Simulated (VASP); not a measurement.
Output of a VASP run:

OUTCAR:
```
 ion  position               nearest neighbor table
   1  0.000  0.000  0.000-   3 2.41   2 2.41   3 2.41   2 2.41   2 2.41   3 2.41
   2  0.333  0.667  0.298-   1 2.41   1 2.41   1 2.41   3 2.66   3 2.66   3 2.66
   3  0.667  0.333  0.702-   1 2.41   1 2.41   1 2.41   2 2.66   2 2.66   2 2.66
  LATTYP: Found a hexagonal cell.
 ALAT       =     3.5990516049
 C/A-ratio  =     1.1423923244
 Subroutine PRICEL returns:
 Original cell was already a primitive cell.
 Subroutine GETGRP returns: Found 12 space group operations
The static configuration has the point symmetry D_3d.
The dynamic configuration has the point symmetry D_3d.
 Subroutine INISYM returns: Found 12 space group operations
 Subroutine IBZKPT returns following result:
 Found     94 irreducible k-points:

 Following reciprocal coordinates:
            Coordinates               Weight
  0.000000  0.000000  0.000000      1.000000
  0.100000 -0.000000  0.000000      6.000000
  0.200000 -0.000000  0.000000      6.000000
  0.300000  0.000000  0.000000      6.000000
  0.400000  0.000000  0.000000      6.000000
  0.500000 -0.000000  0.000000      3.000000
  0.100000  0.100000  0.000000      6.000000
  0.200000  0.100000  0.000000     12.000000
  0.300000  0.100000  0.000000     12.000000
  0.400000  0.100000  0.000000     12.000000
  0.200000  0.200000  0.000000      6.000000
  0.300000  0.200000  0.000000     12.000000
  0.400000  0.200000  0.000000      6.000000
  0.300000  0.300000  0.000000      6.000000
  0.000000  0.000000  0.125000      2.000000
  0.100000 -0.000000  0.125000      6.000000
 -0.000000  0.100000  0.125000      6.000000
  0.200000 -0.000000  0.125000      6.000000
 -0.000000  0.200000  0.125000      6.000000
  0.300000  0.000000  0.125000      6.000000
  0.000000  0.300000  0.125000      6.000000
  0.400000  0.000000  0.125000      6.000000
  0.000000  0.400000  0.125000      6.000000
  0.500000 -0.000000  0.125000      6.000000
  0.100000  0.100000  0.125000     12.000000
  0.200000  0.100000  0.125000     12.000000
 -0.100000  0.300000  0.125000     12.000000
  0.300000  0.100000  0.125000     12.000000
 -0.100000  0.400000  0.125000     12.000000
  0.400000  0.100000  0.125000     12.000000
 -0.100000  0.500000  0.125000     12.000000
  0.200000  0.200000  0.125000     12.000000
  0.300000  0.200000  0.125000     12.000000
 -0.200000  0.500000  0.125000     12.000000
  0.400000  0.200000  0.125000     12.000000
  0.300000  0.300000  0.125000     12.000000
  0.000000  0.000000  0.250000      2.000000
  0.100000 -0.000000  0.250000      6.000000
 -0.000000  0.100000  0.250000      6.000000
  0.200000 -0.000000  0.250000      6.000000
   k-points           NKPTS =     94   k-points in BZ     NKDIM =     94   number of bands    NBANDS=     15
   number of dos      NEDOS =    301   number of ions     NIONS =      3
   total plane-waves  NPLWV =  23520
   dimension x,y,z NGX =    28 NGY =   28 NGZ =   30
   dimension x,y,z NGXF=    56 NGYF=   56 NGZF=   60
   ions per type =               1   2
   PREC   = accura    normal or accurate (medium, high low for compatibility)
   ISTART =      0    job   : 0-new  1-cont  2-samecut
   ICHARG =      2    charge: 1-file 2-atom 10-const
   ISPIN  =      1    spin polarized calculation?
   LNONCOLLINEAR =      F non collinear calculations
   LSORBIT =      F    spin-orbit coupling
   INIWAV =      1    electr: 0-lowe 1-rand  2-diag
   ENCUT  =  500.0 eV  36.75 Ry    6.06 a.u.   6.56  6.56  7.50*2*pi/ulx,y,z
   NELM   =    100;   NELMIN=  2; NELMDL= -5     # of ELM steps
   EDIFF  = 0.1E-05   stopping-criterion for ELM
   LREAL  =      F    real-space projection
   NLSPLINE    = F    spline interpolate recip. space projectors
   LMAXMIX     =    6 max onsite mixed and CHGCAR
   VOSKOWN=      0    Vosko Wilk Nusair interpolation
   EDIFFG = -.2E-01   stopping-criterion for IOM
   NSW    =     40    number of steps for IOM
...
```

OSZICAR:
```
       N       E                     dE             d eps       ncg     rms          rms(c)
DAV:   1     0.117151582095E+03    0.11715E+03   -0.10557E+04  2908   0.129E+03
DAV:   2    -0.875509408208E+01   -0.12591E+03   -0.12325E+03  3527   0.252E+02
DAV:   3    -0.131776183432E+02   -0.44225E+01   -0.43815E+01  3486   0.482E+01
DAV:   4    -0.132079097821E+02   -0.30291E-01   -0.30279E-01  3443   0.426E+00
DAV:   5    -0.132081406308E+02   -0.23085E-03   -0.23084E-03  3569   0.365E-01    0.177E+01
DAV:   6    -0.127124065744E+02    0.49573E+00   -0.35989E+00  2995   0.182E+01    0.101E+01
DAV:   7    -0.126215761117E+02    0.90830E-01   -0.61235E-01  2897   0.825E+00    0.515E+00
DAV:   8    -0.125983914257E+02    0.23185E-01   -0.37294E-02  3366   0.195E+00    0.604E-01
DAV:   9    -0.125968683678E+02    0.15231E-02   -0.83174E-03  3261   0.877E-01    0.103E-01
DAV:  10    -0.125969458347E+02   -0.77467E-04   -0.72643E-04  3506   0.232E-01    0.594E-02
DAV:  11    -0.125969468565E+02   -0.10218E-05   -0.35475E-05  3415   0.448E-02    0.346E-02
DAV:  12    -0.125969470715E+02   -0.21504E-06   -0.91240E-06  3226   0.275E-02
   1 F= 0.35724171E+00 E0= 0.35742961E+00  d E =0.357242E+00
       N       E                     dE             d eps       ncg     rms          rms(c)
DAV:   1    -0.125910284624E+02    0.59184E-02   -0.47116E-03  2890   0.486E-01    0.642E-02
DAV:   2    -0.125909937384E+02    0.34724E-04   -0.41358E-04  3702   0.187E-01    0.364E-02
DAV:   3    -0.125909879729E+02    0.57655E-05   -0.30586E-05  2967   0.555E-02    0.208E-02
DAV:   4    -0.125909867434E+02    0.12295E-05   -0.64508E-06  3296   0.172E-02    0.553E-03
DAV:   5    -0.125909868736E+02   -0.13020E-06   -0.37982E-07  1585   0.607E-03
   2 F= 0.35718644E+00 E0= 0.35739481E+00  d E =-.552665E-04
       N       E                     dE             d eps       ncg     rms          rms(c)
DAV:   1    -0.125917892946E+02   -0.80255E-03   -0.83121E-05  2897   0.642E-02    0.845E-03
DAV:   2    -0.125917884947E+02    0.79990E-06   -0.72922E-06  3604   0.248E-02
   3 F= 0.35718542E+00 E0= 0.35739086E+00  d E =-.562863E-04
       N       E                     dE             d eps       ncg     rms          rms(c)
DAV:   1    -0.126008032388E+02   -0.90139E-02   -0.27183E-03  2988   0.430E-01    0.537E-02
DAV:   2    -0.126007564042E+02    0.46835E-04   -0.21003E-04  3429   0.145E-01    0.270E-02
DAV:   3    -0.126007477164E+02    0.86878E-05   -0.14820E-05  3177   0.348E-02    0.128E-02
DAV:   4    -0.126007446599E+02    0.30565E-05   -0.10182E-05  3198   0.222E-02    0.427E-03
DAV:   5    -0.126007446055E+02    0.54461E-07   -0.27693E-07  1508   0.430E-03
   4 F= 0.35715420E+00 E0= 0.35736956E+00  d E =-.312218E-04
```

File OUTCAR:
```
------------------------ aborting loop because EDIFF is reached ----------------------------------------
  FORCE on cell =-STRESS in cart. coord.  units (eV):
  Direction    XX          YY          ZZ          XY          YZ          ZX
  --------------------------------------------------------------------------------------
  Total       12.9620212     12.9624183     12.9319044      0.0000000      0.0000000      0.0000000
  in kB      450.1431606    450.1569520    449.0972717      0.0000000      0.0000000      0.0000000
  external PRESSURE =      -0.2008719 kB  Pullay stress =     450.0000000 kB
  volume of cell :       46.14
      direct lattice vectors                 reciprocal lattice vectors
     1.800306793 -3.118270602  0.000000000     0.277730441 -0.160345289 -0.000000000
     1.800306793  3.118270602 -0.000000000     0.277730441  0.160345289 -0.000000000
     0.000000000  0.000000000  4.109058614     0.000000000  0.000000000  0.243364745
 POSITION                                       TOTAL-FORCE (eV/Angst)
 -----------------------------------------------------------------------------------
      1.80031     -3.11827      0.00000         0.000000      0.000000     -0.000000
      1.80031      1.03943      1.22330         0.000000     -0.000000      0.008306
      1.80031     -1.03943      2.88576        -0.000000      0.000000     -0.008306
 -----------------------------------------------------------------------------------
    total drift:                                0.000000      0.000000     -0.000000
  FREE ENERGIE OF THE ION-ELECTRON SYSTEM (eV)
  ---------------------------------------------------
  free  energy   TOTEN  =       -12.6007446055 eV

  energy  without entropy=      -12.6000985290  energy(sigma->0) =      -12.60052925
  enthalpy is  TOTEN    =         0.3571541989 eV   P V=       12.9578988044

 reached required accuracy - stopping structural energy minimisation
```
(Selected blocks of OUTCAR.)

File POSCAR:
```
PtSe2
1
    1.7995143703    -3.1168767197     0.0000000000
    1.7995143703     3.1168767197    -0.0000000000
    0.0000000000    -0.0000000000     4.1115289286
Pt Se
1 2
Direct
  0.0000000000   1.0000000000   0.0000000000
  0.3333330000   0.6666670000   0.2981970856
  0.6666670000   0.3333330000   0.7018029144
```

**Question.** Reconstruct the remaining input files.

**Answer.** Several could match; the one computed here: the input of the run itself, PBE GGA, plane waves, VASP's PBE PAW potentials (set 64).

### KPOINTS
```
Automatic mesh
0
gamma
 10 10 8
```

### INCAR
```
! general
SYSTEM   =  PtSe2
PREC     =  Accurate
ENCUT    =  500
LREAL    =  .FALSE.
LASPH    =  .TRUE.   ! aspherical one-centre terms

! electronic loop
EDIFF    =  1E-6
NELM     =  100
ALGO     =  Normal   ! blocked Davidson
LMAXMIX  =  6   ! l cut-off of mixed one-centre charges

! smearing
ISMEAR   =  1
SIGMA    =  0.1   ! width (eV)

! functional
GGA      =  PE   ! PBE

! ions
IBRION   =  2   ! conjugate gradients
NSW      =  40   ! most ionic steps
ISIF     =  3   ! ions, shape and volume
EDIFFG   =  -0.02   ! ionic stop
PSTRESS  =  450

! output
LWAVE    =  .FALSE.
LCHARG   =  .FALSE.
```

POTCAR, in this order: Pt Se (PBE.64 set). Program: vasp_std.

Without a dispersion term in the relaxation, distances and binding between the weakly bound layers, chains or molecules are unreliable, and so is what depends on them.

The compound is PtSe2 in the 1T layered structure. This run relaxes it under an external pressure of 45 GPa. Symmetry was kept, so distortions that lower it aren't found.
